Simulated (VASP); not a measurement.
ZrScCl2: band structure with r2SCAN

ZrScCl2:

```xyz
4
Lattice="4.7703 0.0000 0.0000 -2.3852 4.1312 0.0000 0.0000 0.0000 6.0747" Properties=species:S:1:pos:R:3 pbc="T T T"
Zr    0.0000    0.0000    3.0373
Sc    0.0000    0.0000    0.0000
Cl    0.0000    2.7542    0.0000
Cl    2.3852    1.3771    0.0000
```

The cell was built by a generator and needn't be a form met in nature.

```json
{
 "Program": "VASP 6.6.1",
 "Task": "band structure",
 "Functional": "r2SCAN",
 "Potentials or basis": "VASP PAW PBE potentials, release 64 (Zr_sv, Sc_sv, Cl)",
 "Cutoff": "520 eV",
 "k mesh": "5 × 5 × 4",
 "Occupations": "fermi-dirac, width 0.05 eV",
 "Spin": "no spin polarisation",
 "Further INCAR settings": "ALGO = Normal; EDIFF = 1e-06; NBANDS = 26"
}
```

```
Pressure                : -0.8 GPa
Band gap along the path : none (metal or under the smearing width)
```

Stress tensor (GPa, compression positive):
```
-1.92  0.00  0.00
 0.00 -1.92  0.00
 0.00  0.00  1.41
```

Levels at the corners of the path, in eV from the Fermi level:
```
point  band 14  band 15  band 16  band 17  band 18  band 19  band 20  band 21  band 22  band 23
    Γ    -3.60    -3.59    -3.46    -2.79    -1.29    -0.14    -0.14     0.34     0.34     2.71
    M    -4.32    -3.55    -3.23    -2.02    -0.54    -0.37     0.30     0.78     1.05     1.38
    M    -4.32    -3.55    -3.23    -2.02    -0.54    -0.37     0.30     0.78     1.05     1.38
    K    -4.85    -4.85    -2.06    -2.00     0.01     0.01     0.09     0.09     1.24     1.76
    K    -4.85    -4.85    -2.06    -2.00     0.01     0.01     0.09     0.09     1.24     1.76
    Γ    -3.60    -3.59    -3.46    -2.79    -1.29    -0.14    -0.14     0.34     0.34     2.71
    Γ    -3.60    -3.59    -3.46    -2.79    -1.29    -0.14    -0.14     0.34     0.34     2.71
    A    -3.63    -3.63    -3.48    -1.18    -0.10    -0.09     0.25     0.25     0.93     0.93
    A    -3.63    -3.63    -3.48    -1.18    -0.10    -0.09     0.25     0.25     0.93     0.93
    L    -4.48    -3.56    -3.22    -0.62    -0.20     0.30     0.31     0.78     0.78     1.03
    L    -4.48    -3.56    -3.22    -0.62    -0.20     0.30     0.31     0.78     0.78     1.03
    H    -4.89    -4.89    -2.06    -0.75     0.33     0.36     0.36     0.52     0.52     1.06
    H    -4.89    -4.89    -2.06    -0.75     0.33     0.36     0.36     0.52     0.52     1.06
    A    -3.63    -3.63    -3.48    -1.18    -0.10    -0.09     0.25     0.25     0.93     0.93
    L    -4.48    -3.56    -3.22    -0.62    -0.20     0.30     0.31     0.78     0.78     1.03
    M    -4.32    -3.55    -3.23    -2.02    -0.54    -0.37     0.30     0.78     1.05     1.38
    K    -4.85    -4.85    -2.06    -2.00     0.01     0.01     0.09     0.09     1.24     1.76
    H    -4.89    -4.89    -2.06    -0.75     0.33     0.36     0.36     0.52     0.52     1.06
```

It took 8.4 min on 1 thread of Intel(R) Xeon(R) 6975P-C (Granite Rapids), with other jobs on the host, peak memory 0.32 GiB.

Caveat: the PAW data sets were made with another functional, which shifts forces and pressure a little; an odd number of electrons without spin polarisation forces a metal; a magnetic or distorted state may lie lower.
